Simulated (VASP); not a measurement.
GaBiSe4:

```
Ga Bi Se
1.0
    -2.89699    2.89699    4.80045
     2.89699   -2.89699    4.80045
     2.89699    2.89699   -4.80045
Ga Bi Se
1 1 4
Direct
  0.50000 0.50000 0.00000
  0.00000 0.00000 0.00000
  0.63095 0.13095 0.50000
  0.86905 0.36905 0.50000
  0.36905 0.86905 0.50000
  0.13095 0.63095 0.50000
```

The cell was built by a generator and needn't be a form met in nature.

```yaml
Program: VASP 6.6.1
Task: relaxation of cell and atoms
Functional: PBE
Potentials_or_basis: VASP PAW PBE potentials, release 64 (Ga_d, Bi_d, Se)
Cutoff: 520 eV
k_mesh: 4 × 4 × 4
Occupations: gaussian, width 0.15 eV
Spin: no spin polarisation
```

At the start: pressure 5.5 GPa; volume 26.86 Å³/atom.

Where does the relaxation end?

Over 9 steps the energy falls by 197.4 meV/atom and the volume is 27.24 Å³/atom (+1.4 %); space group I4/mmm (No. 139, to 0.05 Å).

The path:
| step | energy change (eV) | largest force (eV/Å) | pressure (GPa) | volume (Å³) |
| --- | --- | --- | --- | --- |
| 1 | 0.0000 | 0.1818 | 5.53 | 161.15 |
| 2 | -0.8760 | 0.2412 | -4.33 | 181.97 |
| 3 | -1.0386 | 0.1076 | -2.41 | 175.22 |
| 4 | -1.0394 | 0.0988 | -2.24 | 174.86 |
| 5 | -1.1523 | 0.1389 | -0.83 | 166.64 |
| 6 | -1.1675 | 0.1677 | 0.20 | 162.39 |
| 7 | -1.1675 | 0.1692 | 0.34 | 162.15 |
| 8 | -1.1760 | 0.1254 | 0.04 | 162.58 |
| 9 | -1.1843 | 0.0201 | -0.30 | 163.45 |

Final structure:
```xyz
6
Lattice="-2.7394 2.7394 5.4452 2.7394 -2.7394 5.4452 2.7394 2.7394 -5.4452" Properties=species:S:1:pos:R:3 pbc="T T T"
Ga    0.0000    0.0000    5.4452
Bi    0.0000    0.0000    0.0000
Se    0.0000    2.7394    1.4688
Se    0.0000    2.7394    3.9764
Se    2.7394    0.0000    3.9764
Se    2.7394    0.0000    1.4688
```

Caveat: the k mesh is coarse (spacing up to 0.38 Å⁻¹), so the values aren't converged.
